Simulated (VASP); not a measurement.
Computed with HSE06 screened hybrid, VASP's PBE PAW potentials (set 64) (plane waves; VASP).

The input files of a VASP run:

KPOINTS:
```
Automatic mesh
0
Gamma
1 1 1
0 0 0
```

INCAR:
```
AEXX=0.25
ALGO=Normal
EDIFF=1E-5
ENCUT=400
GGA=PE
HFSCREEN=0.2
ISIF=0
ISMEAR=0
ISYM=3
LASPH=.True.
LCHARG=.False.
LHFCALC=.True.
LMAXMIX=4
LREAL=Auto
LVHAR=.True.
LWAVE=.False.
NELM=50
NELMIN=4
PREC=Normal
PRECFOCK=Fast
SIGMA=0.05
SYSTEM=Ga36N36
```

**POSCAR**
```
Ga36N36
1
    4.8683178924    -8.4321738171     0.0000000000
    4.8683178924     8.4321738171     0.0000000000
    0.0000000000     0.0000000000    10.5562839808
Ga N
36 36
Direct
  0.2222220000   0.1111110000   0.2500000000
  0.1111110000   0.2222220000   0.0000000000
  0.2222220000   0.1111110000   0.7500000000
  0.1111110000   0.2222220000   0.5000000000
  0.2222220000   0.4444440000   0.2500000000
  0.1111110000   0.5555560000   0.0000000000
  0.2222220000   0.4444440000   0.7500000000
  0.1111110000   0.5555560000   0.5000000000
  0.2222220000   0.7777780000   0.2500000000
  0.1111110000   0.8888890000   0.0000000000
  0.2222220000   0.7777780000   0.7500000000
  0.1111110000   0.8888890000   0.5000000000
  0.5555560000   0.1111110000   0.2500000000
  0.4444440000   0.2222220000   0.0000000000
  0.5555560000   0.1111110000   0.7500000000
  0.4444440000   0.2222220000   0.5000000000
  0.5555560000   0.4444440000   0.2500000000
  0.4444440000   0.5555560000   0.0000000000
  0.5555560000   0.4444440000   0.7500000000
  0.4444440000   0.5555560000   0.5000000000
  0.5555560000   0.7777780000   0.2500000000
  0.4444440000   0.8888890000   0.0000000000
  0.5555560000   0.7777780000   0.7500000000
  0.4444440000   0.8888890000   0.5000000000
  0.8888890000   0.1111110000   0.2500000000
  0.7777780000   0.2222220000   0.0000000000
  0.8888890000   0.1111110000   0.7500000000
  0.7777780000   0.2222220000   0.5000000000
  0.8888890000   0.4444440000   0.2500000000
  0.7777780000   0.5555560000   0.0000000000
  0.8888890000   0.4444440000   0.7500000000
  0.7777780000   0.5555560000   0.5000000000
  0.8888890000   0.7777780000   0.2500000000
  0.7777780000   0.8888890000   0.0000000000
  0.8888890000   0.7777780000   0.7500000000
  0.7777780000   0.8888890000   0.5000000000
  0.2222220000   0.1111110000   0.4385000000
  0.1111110000   0.2222220000   0.1885000000
  0.2222220000   0.1111110000   0.9385000000
  0.1111110000   0.2222220000   0.6885000000
  0.2222220000   0.4444440000   0.4385000000
  0.1111110000   0.5555560000   0.1885000000
  0.2222220000   0.4444440000   0.9385000000
  0.1111110000   0.5555560000   0.6885000000
  0.2222220000   0.7777780000   0.4385000000
  0.1111110000   0.8888890000   0.1885000000
  0.2222220000   0.7777780000   0.9385000000
  0.1111110000   0.8888890000   0.6885000000
  0.5555560000   0.1111110000   0.4385000000
  0.4444440000   0.2222220000   0.1885000000
  0.5555560000   0.1111110000   0.9385000000
  0.4444440000   0.2222220000   0.6885000000
  0.5555560000   0.4444440000   0.4385000000
  0.4444440000   0.5555560000   0.1885000000
  0.5555560000   0.4444440000   0.9385000000
  0.4444440000   0.5555560000   0.6885000000
  0.5555560000   0.7777780000   0.4385000000
  0.4444440000   0.8888890000   0.1885000000
  0.5555560000   0.7777780000   0.9385000000
  0.4444440000   0.8888890000   0.6885000000
  0.8888890000   0.1111110000   0.4385000000
  0.7777780000   0.2222220000   0.1885000000
  0.8888890000   0.1111110000   0.9385000000
  0.7777780000   0.2222220000   0.6885000000
  0.8888890000   0.4444440000   0.4385000000
  0.7777780000   0.5555560000   0.1885000000
  0.8888890000   0.4444440000   0.9385000000
  0.7777780000   0.5555560000   0.6885000000
  0.8888890000   0.7777780000   0.4385000000
  0.7777780000   0.8888890000   0.1885000000
  0.8888890000   0.7777780000   0.9385000000
  0.7777780000   0.8888890000   0.6885000000
```

POTCAR, in this order: Ga N (PBE.64 set). Program: vasp_gam. Read from the step before: WAVECAR.

Output of the run:

**OSZICAR**
```
       N       E                     dE             d eps       ncg     rms          rms(c)
DAV:   1    -0.527766018803E+03   -0.52777E+03   -0.22810E+01   372   0.125E+01    0.964E+00
DAV:   2    -0.527930295451E+03   -0.16428E+00   -0.69067E-01   428   0.139E+00    0.658E+00
DAV:   3    -0.527882645688E+03    0.47650E-01   -0.16737E-02   428   0.335E-01    0.382E+00
DAV:   4    -0.527862532751E+03    0.20113E-01   -0.14578E-02   428   0.216E-01    0.216E+00
DAV:   5    -0.527856600815E+03    0.59319E-02   -0.39344E-03   423   0.114E-01    0.120E+00
DAV:   6    -0.527854451319E+03    0.21495E-02   -0.83446E-04   396   0.671E-02    0.667E-01
DAV:   7    -0.527853722320E+03    0.72900E-03   -0.33274E-04   407   0.456E-02    0.369E-01
DAV:   8    -0.527853487768E+03    0.23455E-03   -0.10408E-04   412   0.255E-02    0.205E-01
DAV:   9    -0.527853415577E+03    0.72192E-04   -0.34582E-05   311   0.139E-02    0.113E-01
DAV:  10    -0.527853395791E+03    0.19786E-04   -0.13779E-05   228   0.889E-03    0.618E-02
DAV:  11    -0.527853392181E+03    0.36101E-05   -0.59398E-06   231   0.474E-03
   1 F= -.52785339E+03 E0= -.52785339E+03  d E =-.687437E-14
```

File OUTCAR:
```
------------------------ aborting loop because EDIFF is reached ----------------------------------------
  volume of cell :      866.68
      direct lattice vectors                 reciprocal lattice vectors
     4.868317892 -8.432173817  0.000000000     0.102704879 -0.059296690  0.000000000
     4.868317892  8.432173817  0.000000000     0.102704879  0.059296690  0.000000000
     0.000000000  0.000000000 10.556283981     0.000000000  0.000000000  0.094730305
  FREE ENERGIE OF THE ION-ELECTRON SYSTEM (eV)
  ---------------------------------------------------
  free  energy   TOTEN  =      -527.8533921807 eV

  energy  without entropy=     -527.8533921807  energy(sigma->0) =     -527.85339218

  exchange ACFDT corr.  =         0.00000000  see jH, gK, PRB 81, 115126
```
(Selected blocks of OUTCAR.)

The supercell is sampled at Γ alone, which is coarse: total energies, pressure and levels can be off, energies of defects by several tenths of an eV.

The cell is a supercell, built from GaN (wurtzite). The cell's shape comes from a PBE relaxation.
